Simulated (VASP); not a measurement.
OSZICAR of a VASP run on Mg (hcp):

**OSZICAR**
```
       N       E                     dE             d eps       ncg     rms          rms(c)
DAV:   1     0.890125414439E+00    0.89013E+00   -0.14090E+03  1626   0.479E+02
DAV:   2    -0.275936944109E+01   -0.36495E+01   -0.34821E+01  2304   0.353E+01
DAV:   3    -0.278097216132E+01   -0.21603E-01   -0.21472E-01  2238   0.340E+00
DAV:   4    -0.278103558457E+01   -0.63423E-04   -0.63422E-04  2178   0.141E-01
DAV:   5    -0.278103587404E+01   -0.28947E-06   -0.28971E-06  2160   0.633E-03    0.969E-01
DAV:   6    -0.274984642261E+01    0.31189E-01   -0.28613E-04  1974   0.165E-01    0.616E-01
DAV:   7    -0.273012669882E+01    0.19720E-01   -0.70279E-04  1884   0.261E-01    0.257E-02
DAV:   8    -0.272998154416E+01    0.14515E-03   -0.36535E-05  2148   0.524E-02    0.617E-03
DAV:   9    -0.272997618861E+01    0.53555E-05   -0.27831E-06  2058   0.152E-02    0.840E-04
DAV:  10    -0.272997592781E+01    0.26080E-06   -0.51938E-08  1122   0.191E-03
   1 F= 0.56875922E+01 E0= 0.56876116E+01  d E =0.568759E+01
       N       E                     dE             d eps       ncg     rms          rms(c)
DAV:   1    -0.102883359062E+01    0.17011E+01   -0.14392E+00  1812   0.996E+00    0.402E-01
DAV:   2    -0.101894266562E+01    0.98909E-02   -0.47092E-03  1914   0.652E-01    0.247E-01
DAV:   3    -0.101322059246E+01    0.57221E-02   -0.14073E-03  1986   0.318E-01    0.197E-02
DAV:   4    -0.101321270299E+01    0.78895E-05   -0.13532E-05  2046   0.306E-02    0.808E-03
DAV:   5    -0.101319970218E+01    0.13001E-04   -0.40873E-06  1770   0.184E-02    0.362E-04
DAV:   6    -0.101319969338E+01    0.88032E-08   -0.25791E-08   912   0.134E-03
   2 F= 0.57967160E+01 E0= 0.57967479E+01  d E =0.109124E+00
       N       E                     dE             d eps       ncg     rms          rms(c)
DAV:   1    -0.214844685874E+01   -0.11352E+01   -0.42084E-01  1782   0.513E+00    0.218E-01
DAV:   2    -0.214480248675E+01    0.36444E-02   -0.15982E-03  1944   0.375E-01    0.134E-01
DAV:   3    -0.214272131783E+01    0.20812E-02   -0.52075E-04  1938   0.189E-01    0.111E-02
DAV:   4    -0.214271707051E+01    0.42473E-05   -0.49273E-06  1932   0.179E-02    0.459E-03
DAV:   5    -0.214271182366E+01    0.52469E-05   -0.15995E-06  1614   0.114E-02    0.218E-04
DAV:   6    -0.214271182091E+01    0.27432E-08   -0.99389E-09   822   0.795E-04
   3 F= 0.55559074E+01 E0= 0.55559458E+01  d E =-.131685E+00
       N       E                     dE             d eps       ncg     rms          rms(c)
DAV:   1    -0.212422125289E+01    0.18491E-01   -0.17432E-04  1800   0.105E-01    0.435E-03
DAV:   2    -0.212422004334E+01    0.12095E-05   -0.59552E-07  1722   0.722E-03    0.269E-03
DAV:   3    -0.212421934100E+01    0.70233E-06   -0.16433E-07   858   0.336E-03
   4 F= 0.55557977E+01 E0= 0.55558362E+01  d E =-.131795E+00
       N       E                     dE             d eps       ncg     rms          rms(c)
DAV:   1    -0.210988317632E+01    0.14337E-01   -0.10313E-04  1818   0.808E-02    0.329E-03
DAV:   2    -0.210988251136E+01    0.66496E-06   -0.34260E-07  1518   0.550E-03
   5 F= 0.55558409E+01 E0= 0.55558796E+01  d E =-.131751E+00
       N       E                     dE             d eps       ncg     rms          rms(c)
DAV:   1    -0.213635165520E+01   -0.26468E-01   -0.51939E-04  1974   0.171E-01    0.604E-03
DAV:   2    -0.213634933668E+01    0.23185E-05   -0.15414E-06  1830   0.105E-02    0.379E-03
DAV:   3    -0.213634799394E+01    0.13427E-05   -0.27508E-07  1104   0.520E-03    0.212E-04
DAV:   4    -0.213634797985E+01    0.14093E-07   -0.13957E-08   828   0.874E-04
   6 F= 0.55558021E+01 E0= 0.55558454E+01  d E =-.387705E-04
       N       E                     dE             d eps       ncg     rms          rms(c)
DAV:   1    -0.212525113899E+01    0.11097E-01   -0.93747E-05  1968   0.729E-02    0.258E-03
DAV:   2    -0.212525074637E+01    0.39261E-06   -0.27391E-07  1668   0.444E-03
   7 F= 0.55557557E+01 E0= 0.55557964E+01  d E =-.851822E-04
```

Task: Which electronic solver shows in the log?

Result: It is blocked Davidson (ALGO = Normal, or the opening steps of other solvers). The INCAR had ALGO = Normal.

Task: Can the final energy be trusted as converged?

Result: Self-consistency was reached. It stopped with EDIFF = 1E-6, NELM = 100, NSW = 40 and EDIFFG = -0.02 after 7 ionic steps (LDA (Ceperley-Alder, Perdew-Zunger), plane waves, VASP's LDA PAW potentials (set 64)). Energy and stress use the plane-wave basis of the starting cell.

The compound is Mg in the hcp structure. This run relaxes it under an external pressure of 45 GPa. Symmetry was kept, so distortions that lower it aren't found.
